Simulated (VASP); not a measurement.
An input for Ansatz (written as the equivalent of a VASP run, and not itself run):

Ansatz 0.2 input:
```yaml
crystal:
  lattice:
    - [3.1639047, 0.0000000, 0.0000000]
    - [-1.5819523, 2.7400219, 0.0000000]
    - [0.0000000, 0.0000000, 8.2337217]
  atoms:
    - { symbol: Ta, position: [0.3333330, 0.6666670, 0.0364680] }
    - { symbol: Ta, position: [0.6666670, 0.3333330, 0.5364680] }
    - { symbol: S, position: [0.3333330, 0.6666670, 0.3385320] }
    - { symbol: S, position: [0.6666670, 0.3333330, 0.8385320] }
kpoints:
  mp_grid: { grid: [12, 12, 4] }
hamiltonian:
  xc: pbe
  pseudopotentials: { kind: paw }
scf:
  occupations: { method: tetrahedron }
  max_iter: 100
output: { forces: true, stress: true, eigenvalues: true }
```

Q: Translate this input to VASP (INCAR, KPOINTS, POSCAR, choice of POTCAR).

A: Several could match; the one computed here: 
### POSCAR
```
TaS
1
    3.1639046666    -0.0000000000    -0.0000000000
   -1.5819523332     2.7400219220     0.0000000000
   -0.0000000000    -0.0000000000     8.2337217194
Ta S
2 2
Direct
  0.3333330000   0.6666670000   0.0364680497
  0.6666670000   0.3333330000   0.5364680497
  0.3333330000   0.6666670000   0.3385319503
  0.6666670000   0.3333330000   0.8385319503
```

File KPOINTS:
```
Automatic mesh
0
gamma
  12 12 4
```

**INCAR**
```
! general
SYSTEM  = TaS
PREC    = Accurate
ENCUT   = 400
LREAL   = .FALSE.
LASPH   = .TRUE.

! electronic loop
EDIFF   = 1E-7
NELM    = 100
ALGO    = Normal
LMAXMIX = 6

! smearing
ISMEAR  = -5

! functional
GGA     = PE

! ions
ISIF    = 2

! output
LWAVE   = .FALSE.
LCHARG  = .TRUE.
LORBIT  = 11
NEDOS   = 601

! other
LEFG    = .TRUE.
```

POTCAR, in this order: Ta_pv S (PBE.64 set). Program: vasp_std.

Limits of the translation: each code has its own PAW files, so the cut-off isn't converted (ENCUT is set for VASP's; basis.ecutwfc is left out, and Ansatz then takes the one that its files recommend); Ansatz stops its SCF on the density residual and VASP on the energy change (EDIFF); the field gradients of LEFG aren't asked of the other code.

The structure was generated: TaS was put into the wurtzite type (P6_3mc), which need not be its known phase. It was relaxed first, which changed the volume by -44 %.
